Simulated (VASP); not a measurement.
Consider the following.

```
CELL_PARAMETERS angstrom
      2.95000     0.00000     0.00000
      0.00000     2.95000     0.00000
      0.00000     0.00000     2.95000
ATOMIC_POSITIONS crystal
  Zn 0.50000 0.50000 0.50000
  Cu 0.00000 0.00000 0.00000
```

Computed with PBE GGA, VASP's PBE PAW potentials (set 64) (plane waves; VASP). Run with 480 eV cut-off, 11×11×11 Γ-centred mesh, first-order Methfessel-Paxton smearing of 0.10 eV, potentials Zn Cu.

### Question
The ions, cell shape and volume are relaxed. What does this cell relax into?

### Answer

```
CELL_PARAMETERS angstrom
      2.96479     0.00000     0.00000
      0.00000     2.96479     0.00000
      0.00000     0.00000     2.96479
ATOMIC_POSITIONS crystal
  Zn 0.50000 0.50000 0.50000
  Cu 0.00000 0.00000 0.00000
```
Space group Pm-3m (221), at a tolerance of 0.03 Å.

### Question
How do energy and volume change from the first to the last step?

### Answer
The energy (σ→0) changes by -1.1 meV/atom and the volume by +1.5 %, in 3 ionic steps.

The compound is CuZn in the CsCl type structure. This run relaxes it. Symmetry was kept, so distortions that lower it aren't found. The electron count is odd and the run is not spin-polarised, which forces a metal.
